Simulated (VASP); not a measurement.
Given:

```
ZrN
1.0
    3.16742     0.00000     0.00000
   -1.58371     2.74307     0.00000
    0.00000     0.00000     5.65048
Zr N
2 2
Direct
  0.00000   0.00000   0.00000
  0.00000   0.00000   0.50000
  0.33333   0.66667   0.25000
  0.66667   0.33333   0.75000
```

Computed with PBEsol GGA, VASP's PBE PAW potentials (set 64) (plane waves; VASP). Run with 520 eV cut-off, 12×12×6 Γ-centred mesh, tetrahedra with Blöchl corrections, potentials Zr_sv N.

The cores are frozen, which limits the accuracy of field gradients.

**Question.** Give the principal components of the electric field gradient (V/Å²) and the asymmetry η at each nucleus.

**Answer.** 
```csv
atom,Vxx,Vyy,Vzz,η
Zr1,36.6,36.6,-73.2,0.00
Zr2,36.6,36.6,-73.2,0.00
N3,-4.1,-4.1,8.2,0.00
N4,-4.1,-4.1,8.2,0.00
```

The structure was generated: ZrN was put into the NiAs type type (P6_3/mmc), which need not be its known phase. It was relaxed first, which changed the volume by -32 %.
